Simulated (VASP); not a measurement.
Input:

```
CELL_PARAMETERS angstrom
      8.75833     0.00000     0.00000
      0.00000     8.75833     0.00000
      0.00000     0.00000     8.75833
ATOMIC_POSITIONS crystal
  Si 0.49800 0.99977 0.99961
  Si 0.74920 0.25059 0.00053
  Si 0.74925 0.00064 0.25065
  Si 0.99916 0.00052 0.00053
  Si 0.24835 0.25010 0.99965
  Si 0.49966 0.50001 0.00079
  Si 0.74961 0.75143 0.99963
  Si 0.24822 0.99959 0.25006
  Si 0.49205 0.24805 0.24818
  Si 0.75196 0.50768 0.24807
  Si 0.49963 0.00069 0.50010
  Si 0.75196 0.24788 0.50751
  Si 0.74963 0.99956 0.75150
  Si 0.00017 0.50182 0.99949
  Si 0.24935 0.75050 0.00019
  Si 0.99922 0.25051 0.25060
  Si 0.24816 0.49947 0.24928
  Si 0.50031 0.75156 0.24918
  Si 0.00034 0.99952 0.50190
  Si 0.24829 0.24939 0.49934
  Si 0.49453 0.50534 0.50475
  Si 0.75045 0.75153 0.49934
  Si 0.24942 0.00029 0.75061
  Si 0.50042 0.24947 0.75127
  Si 0.75031 0.49945 0.75137
  Si 0.00024 0.75158 0.25006
  Si 0.99902 0.50008 0.50016
  Si 0.24859 0.75110 0.50144
  Si 0.00025 0.25016 0.75154
  Si 0.24871 0.50157 0.75107
  Si 0.49823 0.75113 0.75111
  Si 0.99946 0.75044 0.75059
  C  0.62541 0.12287 0.12289
  C  0.87713 0.37437 0.12269
  C  0.87735 0.12247 0.37456
  C  0.12444 0.12460 0.12462
  C  0.37136 0.37480 0.12230
  C  0.62500 0.62830 0.12223
  C  0.87502 0.87532 0.12469
  C  0.37133 0.12208 0.37481
  C  0.87774 0.62848 0.37482
  C  0.62498 0.12201 0.62833
  C  0.87767 0.37482 0.62850
  C  0.87505 0.12464 0.87528
  C  0.12494 0.62557 0.12440
  C  0.37430 0.87495 0.12442
  C  0.12412 0.37519 0.37514
  C  0.37480 0.62499 0.37328
  C  0.62455 0.87560 0.37506
  C  0.12515 0.12453 0.62561
  C  0.37498 0.37357 0.62462
  C  0.62629 0.62495 0.62469
  C  0.87526 0.87474 0.62559
  C  0.37447 0.12463 0.87478
  C  0.62457 0.37518 0.87554
  C  0.87515 0.62542 0.87480
  C  0.12576 0.87407 0.37427
  C  0.12526 0.62482 0.62486
  C  0.37496 0.87438 0.62482
  C  0.12582 0.37425 0.87414
  C  0.37506 0.62475 0.87445
  C  0.62550 0.87410 0.87421
  C  0.12505 0.87473 0.87475
  B  0.63098 0.36900 0.36921
```
Cell charge +1.

Method: HSE06 screened hybrid, VASP's PBE PAW potentials (set 64) (plane waves; VASP). Settings: PREC = Normal, LREAL = Auto, ISYM = 0, NELECT = 254.0, EDIFF = 1E-5, 400 eV cut-off, 1×1×1 Γ-centred mesh, Gaussian smearing of 0.050 eV, potentials Si C B.

The cell is charged, with a uniform compensating background. The supercell is sampled at Γ alone, which is coarse: total energies, pressure and levels can be off, energies of defects by several tenths of an eV.

Problem. Predict the energy per atom (σ→0).

Solution. 
* **energy per atom (σ→0)**: -8.718 eV/atom

The cell is a supercell with a defect, built from SiC (zinc blende): B_C, charge +1. The cell's shape comes from a PBE relaxation. The run is not spin-polarised, so no state with unpaired spins was tried.
